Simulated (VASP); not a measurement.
Write the native input for VASP 6.6.1 that does the following.

```yaml
Task: relaxation of the atoms
Functional: PBEsol
Potentials_or_basis: VASP PAW PBE potentials, release 64 (Ni, Ga_d, P)
Cutoff: 350 eV
k_mesh: 2 × 2 × 2
Occupations: gaussian, width 0.03 eV
Spin: collinear spin, ferromagnetic start
Starting_moments: "[1.0, 0.0, 0.0, 0.0, 0.0, 0.0, 0.0, 0.0, 0.0, 0.0, 0.0, 0.0, 0.0, 0.0, 0.0, 0.0, 0.0, 0.0, 0.0, 0.0, 0.0, 0.0, 0.0, 0.0] μB"
Fixed_moment: 1 μB
Hubbard_terms: Ni d U = 5 eV
Dq: 0
Further_INCAR_settings: LREAL = Auto; ALGO = Normal; EDIFF = 1e-05; ISYM = 0; IBRION = 2; EDIFFG = -0.03; NSW = 60
```

The structure of Ga11NiP12 (a cell with a defect) lies in POSCAR:

```
Ga11NiP12
1.0
    0.0000000000      8.1757500000      8.1757500000
    5.4505000000      0.0000000000      5.4505000000
    5.4505000000      5.4505000000      0.0000000000
Ni Ga P
1 11 12
Direct
   -0.0018670000     -0.0005510000     -0.0044090000
   -0.0003740000     -0.0027490000      0.5048320000
   -0.0027480000      0.5082340000     -0.0014200000
   -0.0017750000      0.5018330000      0.5058610000
    0.3345710000     -0.0050380000      0.0046960000
    0.3314190000      0.0019950000      0.5063090000
    0.3309440000      0.5027270000     -0.0022940000
    0.3332100000      0.5046920000      0.4930130000
    0.6658790000      0.0030040000     -0.0012720000
    0.6657910000     -0.0011160000      0.5039990000
    0.6628760000      0.5042870000     -0.0047340000
    0.6630010000      0.5039970000      0.4921610000
    0.0799120000      0.1317690000      0.1165510000
    0.0852430000      0.1273400000      0.6275340000
    0.0735710000      0.6343660000      0.1312300000
    0.0849630000      0.6198830000      0.6241380000
    0.4153490000      0.1281460000      0.1288040000
    0.4202210000      0.1170880000      0.6240870000
    0.4159010000      0.6246740000      0.1228290000
    0.4163440000      0.6244040000      0.6271590000
    0.7493600000      0.1282140000      0.1210850000
    0.7521140000      0.1256070000      0.6224540000
    0.7504410000      0.6215560000      0.1310190000
    0.7432010000      0.6269200000      0.6245920000
```

The cell isn't the ideal one: atoms moved at random, drawn with an rms of 0.05 Å.

These files were run (other wordings do the same):

INCAR

```
PREC = Accurate
ENCUT = 350
EDIFF = 1E-5
ISMEAR = 0
SIGMA = 0.03
LREAL = Auto
LASPH = True
NELM = 120
ALGO = Normal
ISIF = 2
LWAVE = False
LCHARG = False
ISPIN = 2
MAGMOM = 1 0 0 0 0 0 0 0 0 0 0 0 0 0 0 0 0 0 0 0 0 0 0 0
LORBIT = 11
NUPDOWN = 1
LMAXMIX = 4
LDAU = True
LDAUTYPE = 2
LDAUL = 2 -1 -1
LDAUU = 5 0 0
LDAUJ = 0 0 0
LDAUPRINT = 1
GGA = PS
IBRION = 2
NSW = 60
EDIFFG = -0.03
ISYM = 0
```

KPOINTS

```
regular mesh
0
Gamma
  2 2 2
```

Potentials or basis: VASP PAW PBE potentials, release 64 (Ni, Ga_d, P).

The run is started by

```bash
$ cat potpaw_PBE.64/Ni/POTCAR potpaw_PBE.64/Ga_d/POTCAR potpaw_PBE.64/P/POTCAR > POTCAR
$ mpirun -np 1 vasp_std > vasp.out
```

It gave:

* Energy gained by relaxing: 17.8 meV/atom
* Ionic steps: 13
* Pressure after relaxing: -2.3 GPa
* Largest force after relaxing: 0.028 eV/Å
* Net moment: 1.00 μB per cell
* Site moments: Ni +0.76; Ga +0.00, -0.00, +0.01; P +0.02, +0.00, +0.01, -0.00, +0.03 μB
* Valence electrons inside the program's atomic spheres: Ni 9.49; Ga 11.70, 11.71, 11.73, 11.72; P 2.48, 2.52, 2.51, 2.50, 2.53

Caveat: the k mesh is coarse (spacing up to 0.50 Å⁻¹), so the values aren't converged; the cutoff is under 1.25 times the usual one of these potentials, so pressure, stress and relaxed cells hold a basis-set (Pulay) error; the PAW data sets were made with another functional, which shifts forces and pressure a little; the total moment is fixed, so each spin has its own Fermi level; the U is typed as a test and isn't derived for this compound.

It took 2.4 h on 1 thread of Intel(R) Xeon(R) Platinum 8259CL CPU @ 2.50GHz (Skylake/Cascade Lake), on a shared host, peak memory 0.76 GiB.
